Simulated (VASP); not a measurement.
An input for Ansatz (written as the equivalent of a VASP run, and not itself run):

Ansatz 0.2 input:
```yaml
crystal:
  lattice:
    - [2.9242930, 0.0000000, 0.0000000]
    - [0.0000000, 2.9565710, 0.0000000]
    - [0.0000000, 0.0000000, 2.9631800]
  atoms:
    - { symbol: Zn, position: [0.5000000, 0.5000000, 0.5000000] }
    - { symbol: Cu, position: [0.0231320, 0.0000000, 0.0000000] }
kpoints:
  mp_grid: { grid: [11, 11, 11] }
hamiltonian:
  xc: pbe
  pseudopotentials: { kind: paw }
  hubbard:
    sites:
      - { species: Zn, l: d, u_eff: 5 }
      - { species: Cu, l: d, u_eff: 5 }
scf:
  occupations: { method: methfessel_paxton, width: 0.1 }
  max_iter: 100
output: { forces: true, stress: true, eigenvalues: true }
```

Question: Translate this input to VASP (INCAR, KPOINTS, POSCAR, choice of POTCAR).

Answer: Several could match; the one computed here: 
KPOINTS:
```
Automatic mesh
0
Gamma
11 11 11
0 0 0
```

INCAR:
```
ALGO = Normal
EDIFF = 1E-6
ENCUT = 400
GGA = PE
ISIF = 2
ISMEAR = 1
LASPH = T
LCHARG = F
LDAU = T
LDAUJ = 0 0
LDAUL = 2 2
LDAUPRINT = 1
LDAUTYPE = 2
LDAUU = 5.0 5.0
LMAXMIX = 4
LORBIT = 10
LREAL = F
LWAVE = F
NELM = 100
PREC = Accurate
SIGMA = 0.1
SYSTEM = CuZn
```

**POSCAR**
```
CuZn
2.9242930
  1.0000000000   0.0000000000   0.0000000000
  0.0000000000   1.0110378816   0.0000000000
  0.0000000000   0.0000000000   1.0132979151
Zn Cu
1 1
direct
  0.5000000000   0.5000000000   0.5000000000
  0.0231320000   0.0000000000   0.0000000000
```

POTCAR, in this order: Zn Cu (PBE.64 set). Program: vasp_std.

The two are equivalent in intent, not identical: each code has its own PAW files, so the cut-off isn't converted (ENCUT is set for VASP's; basis.ecutwfc is left out, and Ansatz then takes the one that its files recommend); Ansatz stops its SCF on the density residual and VASP on the energy change (EDIFF); the +U projectors differ, so the same U acts differently.

The compound is CuZn in the CsCl type structure. The cell was not relaxed at this level, atoms are displaced from their ideal sites. The run is one of a series of settings (LDAU = .TRUE., LDAUJ = 0 0, LDAUL = 2 2, LDAUTYPE = 2, LDAUU = 5.0 5.0 against the base run), some of them coarse on purpose.
